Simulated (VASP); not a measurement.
An input for Quantum ESPRESSO's pw.x (written as the equivalent of a VASP run, and not itself run):

```
&CONTROL
  calculation = 'vc-relax'
  pseudo_dir = './pseudo'
  outdir = './out'
  tprnfor = .true.
  tstress = .true.
  nstep = 60
  forc_conv_thr = 0.00039
/
&SYSTEM
  ibrav = 0
  nat = 2
  ntyp = 1
  ecutwfc = 78
  occupations = 'smearing'
  smearing = 'methfessel-paxton'
  degauss = 0.00735
  input_dft = 'pbe'
/
&ELECTRONS
  conv_thr = 7.3e-08
  electron_maxstep = 100
/
&IONS
/
&CELL
/
ATOMIC_SPECIES
  Ge 72.630 Ge.upf
CELL_PARAMETERS angstrom
     0.0000000    2.8743122    2.8743122
     2.8743122    0.0000000    2.8743122
     2.8743122    2.8743122   -0.0000000
ATOMIC_POSITIONS crystal
  Ge   0.0000000  0.0000000  0.0000000
  Ge   0.2500000  0.2500000  0.2500000
K_POINTS automatic
  10 10 10 0 0 0
```

### Question
Translate this input to VASP (INCAR, KPOINTS, POSCAR, choice of POTCAR).

### Answer
This is not unique; one that fits is 
File POSCAR:
```
Ge
1
    0.0000000000     2.8743122359     2.8743122359
    2.8743122359     0.0000000000     2.8743122359
    2.8743122359     2.8743122359    -0.0000000000
Ge
2
Direct
  0.0000000000   0.0000000000   0.0000000000
  0.2500000000   0.2500000000   0.2500000000
```

### INCAR
```
# general
SYSTEM  = Ge
PREC    = Accurate
ENCUT   = 400
LREAL   = .False.
LASPH   = .True.

# electronic loop
EDIFF   = 1E-6
NELM    = 100
ALGO    = Normal
LMAXMIX = 4

# smearing
ISMEAR  = 1
SIGMA   = 0.1

# functional
GGA     = PE

# ions
IBRION  = 2
NSW     = 60
ISIF    = 3
EDIFFG  = -0.01

# output
LWAVE   = .False.
LCHARG  = .False.
```

**KPOINTS**
```
Automatic
0
G
 10 10 10
0 0 0
```

POTCAR, in this order: Ge_d (PBE.64 set). Program: vasp_std.

Limits of the translation: the potentials are each code's own (VASP's PAW set, PseudoDojo norm-conserving files in pw.x), so ENCUT and ecutwfc are chosen apart and not converted; conv_thr bounds pw.x's estimated SCF error, while EDIFF bounds the energy change between steps; forc_conv_thr acts on force components and is met together with etot_conv_thr.

The compound is Ge in the diamond structure. It was relaxed first. The start is the result of an earlier pass.
